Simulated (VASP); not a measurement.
Consider the following.

```
CELL_PARAMETERS angstrom
      0.00000     2.14753     2.14753
      2.14753     0.00000     2.14753
      2.14753     2.14753     0.00000
ATOMIC_POSITIONS crystal
  Ti 0.00000 0.00000 0.00000
  C  0.50000 0.50000 0.50000
```

Level of theory: PBEsol GGA, VASP's PBE PAW potentials (set 64) (plane waves; VASP). Numerical set-up: 520 eV cut-off, Gaussian smearing of 0.050 eV, potentials Ti_sv C.

Question: Give the energies of bands 6 to 11 at the high-symmetry points, in eV from the Fermi level.

Answer: 
| band | Γ | X | U | L | W |
|---|---|---|---|---|---|
| 6 | 0.65 | -3.48 | -3.59 | -6.01 | -3.23 |
| 7 | 0.65 | -1.77 | -3.42 | -3.00 | -3.23 |
| 8 | 0.65 | -0.02 | -1.77 | -3.00 | -2.79 |
| 9 | 1.72 | -0.02 | 1.47 | 3.00 | 2.86 |
| 10 | 1.72 | 2.81 | 3.23 | 3.00 | 2.86 |
| 11 | 1.72 | 3.63 | 3.95 | 4.23 | 3.63 |

It has no gap at this level: it comes out as a metal or semimetal.

The compound is TiC in the rock salt structure. It was relaxed first.
